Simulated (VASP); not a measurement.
Output of a VASP run:

File OSZICAR:
```
       N       E                     dE             d eps       ncg     rms          rms(c)
DAV:   1     0.581603121437E+02    0.58160E+02   -0.89243E+03  1664   0.125E+03
DAV:   2    -0.713242228393E+00   -0.58874E+02   -0.57651E+02  1684   0.323E+02
DAV:   3    -0.400138690816E+01   -0.32881E+01   -0.30413E+01  2309   0.417E+01
DAV:   4    -0.412762204272E+01   -0.12624E+00   -0.12548E+00  2173   0.890E+00
DAV:   5    -0.413154088776E+01   -0.39188E-02   -0.39191E-02  2348   0.103E+00    0.245E+01
DAV:   6    -0.414208530648E+01   -0.10544E-01   -0.21312E-02  2529   0.139E+00    0.146E+01
DAV:   7    -0.415585095483E+01   -0.13766E-01   -0.39892E-02  2486   0.195E+00    0.247E-01
DAV:   8    -0.415577765241E+01    0.73302E-04   -0.21586E-03  2059   0.375E-01    0.778E-02
DAV:   9    -0.415581834870E+01   -0.40696E-04   -0.23011E-04  1968   0.131E-01    0.345E-02
DAV:  10    -0.415581394724E+01    0.44015E-05   -0.40549E-05  2155   0.520E-02    0.426E-02
DAV:  11    -0.415581547330E+01   -0.15261E-05   -0.56831E-06  1919   0.184E-02    0.137E-03
DAV:  12    -0.415581571703E+01   -0.24372E-06   -0.42853E-07  1107   0.677E-03
   1 F= -.41558157E+01 E0= -.41561935E+01  d E =-.415582E+01
```

OUTCAR:
```
------------------------ aborting loop because EDIFF is reached ----------------------------------------
  FORCE on cell =-STRESS in cart. coord.  units (eV):
  Direction    XX          YY          ZZ          XY          YZ          ZX
  --------------------------------------------------------------------------------------
  Total       -0.0187354     -0.0187354     -0.0038515      0.0000000      0.0000000      0.0000000
  in kB       -0.4911682     -0.4911681     -0.1009704      0.0000000      0.0000000      0.0000000
  external PRESSURE =      -0.3611022 kB  Pullay stress =       0.0000000 kB
  volume of cell :       61.11
      direct lattice vectors                 reciprocal lattice vectors
     1.787374285 -3.095822876  0.000000000     0.279739954 -0.161507948  0.000000000
     1.787374285  3.095822876  0.000000000     0.279739954  0.161507948  0.000000000
     0.000000000  0.000000000  5.522329607     0.000000000  0.000000000  0.181082998
 POSITION                                       TOTAL-FORCE (eV/Angst)
 -----------------------------------------------------------------------------------
      1.78737      1.03194      1.38058         0.000000     -0.000000      0.000000
      1.78737     -1.03194      4.14175        -0.000000      0.000000      0.000000
 -----------------------------------------------------------------------------------
    total drift:                               -0.000003      0.000099     -0.000011
  FREE ENERGIE OF THE ION-ELECTRON SYSTEM (eV)
  ---------------------------------------------------
  free  energy   TOTEN  =        -4.1558157170 eV

  energy  without entropy=       -4.1569492017  energy(sigma->0) =       -4.15619355

 reached required accuracy - stopping structural energy minimisation
```
(Selected blocks of OUTCAR.)

### POSCAR
```
Dy
1
    1.7873742845    -3.0958228759    -0.0000000000
    1.7873742845     3.0958228759     0.0000000000
   -0.0000000000    -0.0000000000     5.5223296067
Dy
2
Direct
  0.3333330000   0.6666670000   0.2500000000
  0.6666670000   0.3333330000   0.7500000000
```

Question: Reconstruct the remaining input files.

Answer: Several could match; the one computed here: the input of the run itself, optB86b-vdW, plane waves, VASP's PBE PAW potentials (set 64).

**INCAR**
```
SYSTEM = Dy
PREC = Accurate; ENCUT = 520; LREAL = F
LASPH = T
EDIFF = 1E-6; NELM = 100; ALGO = Normal
LMAXMIX = 6
ISMEAR = 1; SIGMA = 0.1
GGA = MK; LUSE_VDW = T; AGGAC = 0.0
PARAM1 = 0.1234; PARAM2 = 1.0
IBRION = 2; NSW = 60; ISIF = 3
EDIFFG = -0.01
LWAVE = F; LCHARG = F
```

KPOINTS:
```
Regular mesh
0
Gamma
11 11 6
```

POTCAR, in this order: Dy_3 (PBE.64 set). Program: vasp_std.

The 4f electrons are frozen in the core of the lanthanide potential, so 4f levels, which can set the real gap, and their magnetism are missing.

The compound is Dy in the hcp structure. It was relaxed first. The start is the result of an earlier pass.
